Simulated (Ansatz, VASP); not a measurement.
## Two plane-wave programs on BiO5

```xyz
6
Lattice="3.7341 0.0000 0.0000 -1.8670 3.2338 0.0000 0.0000 0.0000 5.3987" Properties=species:S:1:pos:R:3 pbc="T T T"
Bi    0.0000    0.0000    2.6994
O     1.8670    1.0779    4.0688
O     0.0000    0.0000    0.0000
O     1.8670    1.0779    1.3300
O     0.0000    2.1559    1.3300
O     0.0000    2.1559    4.0688
```

Change from the starting cell: species swapped into the BaSn5 type (P6/mmm, No. 191).

Alike in both runs: functional PBE; k mesh 6 × 6 × 4; occupations gaussian, width 0.1 eV; no spin polarisation.

Ansatz relaxed the structure, and its values are those at the end. VASP's run is a single point on that final structure, the one shown.

```csv
,VASP,Ansatz
version,VASP 6.6.1,Ansatz 0.2.0
potentials or method,"VASP PAW PBE potentials, release 64 (Bi_d, O)","scalar-relativistic, plane waves, PAW"
plane-wave cutoff (eV),520,420
valence electrons in the cell,45,45
```

Ansatz gave:

| Quantity | Value |
| --- | --- |
| gap on the k mesh at the Fermi level (eV) | none |
| pressure (GPa) | -0.1 |
| rms of the force components (eV/Å) | 0.000 |

Q: Which values does VASP return?

A: gap on the k mesh at the Fermi level (eV): none; pressure (GPa): -0.2; rms of the force components (eV/Å): 0.005.

A gap of «none» marks a metal or a gap that the smearing closes.

Caveats: spin-orbit coupling is left out, which moves the levels of the heavy elements; an odd number of electrons without spin polarisation forces a metal; a magnetic or distorted state may lie lower.
